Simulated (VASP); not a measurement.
Input:

```yaml
crystal:
  lattice:
    - [0.00000, 3.06000, 3.06000]
    - [3.06000, 0.00000, 3.06000]
    - [3.06000, 3.06000, 0.00000]
  atoms:
    - { symbol: Pb, position: [0.00000, 0.00000, 0.00000] }
    - { symbol: Se, position: [0.50000, 0.50000, 0.50000] }
```

The numbers are results of PBE GGA, VASP's PBE PAW potentials (set 64) (plane waves; VASP), not measurements. Settings: 600 eV cut-off, 7×7×7 Γ-centred mesh, Gaussian smearing of 0.050 eV, potentials Pb_d Se.

### Question
Give the stress tensor in GPa (positive for a compressed cell).

### Answer

```
2.42  0.00  0.00
0.00  2.42  0.00
0.00  0.00  2.42
```
The pressure is its mean diagonal, 2.42 GPa.

The compound is PbSe in the rock salt structure. The cell was not relaxed at this level. The run is one of a series of settings (ENCUT = 600 against the base run), some of them coarse on purpose.
